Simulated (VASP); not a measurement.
```yaml
crystal:
  lattice:
    - [3.31327, 0.00000, 0.00000]
    - [-1.65664, 2.86938, 0.00000]
    - [0.00000, 0.00000, 3.23359]
  atoms:
    - { symbol: Nb, position: [0.00000, 0.00000, 0.00000] }
    - { symbol: P, position: [0.66667, 0.33333, 0.50000] }
```

The base run (VASP): PBE GGA, plane waves, VASP's PBE PAW potentials (set 64). Numerical set-up: 400 eV cut-off, 8×8×7 Γ-centred mesh, Gaussian smearing of 0.050 eV, potentials Nb_sv P.

The base run took about 10 core-seconds. Costs are core time on shared hosts, one run each; read them as rough ratios.

Pressures at a finite cut-off, here 400 eV, hold a Pulay part, which wasn't tested here.

```json
[
 {"setting": "IVDW = 11", "cost over the base run": "within a factor of 2", "electronic steps": "13", "pressure (GPa)": "4.49"},
 {"setting": "base run", "cost over the base run": "reference", "electronic steps": "13", "pressure (GPa)": "9.28"},
 {"setting": "GGA = PS", "cost over the base run": "within a factor of 2", "electronic steps": "13", "pressure (GPa)": "3.80"},
 {"setting": "IVDW = 13", "cost over the base run": "within a factor of 2", "electronic steps": "13", "pressure (GPa)": "4.97"},
 {"setting": "IVDW = 12", "cost over the base run": "within a factor of 2", "electronic steps": "13", "pressure (GPa)": "2.33"},
 {"setting": "GGA removed, LMIXTAU = .TRUE., METAGGA = R2SCAN", "cost over the base run": "about 6 times", "electronic steps": "20", "pressure (GPa)": "9.12"},
 {"setting": "GGA removed, LMIXTAU = .TRUE., METAGGA = SCAN", "cost over the base run": "about 8 times", "electronic steps": "27", "pressure (GPa)": "7.72"}
]
```

Left out are runs that failed, have no time on record or changed the cell.

The structure was generated: NbP was put into the WC type (P-6m2), which need not be its known phase. The cell was not relaxed at this level.
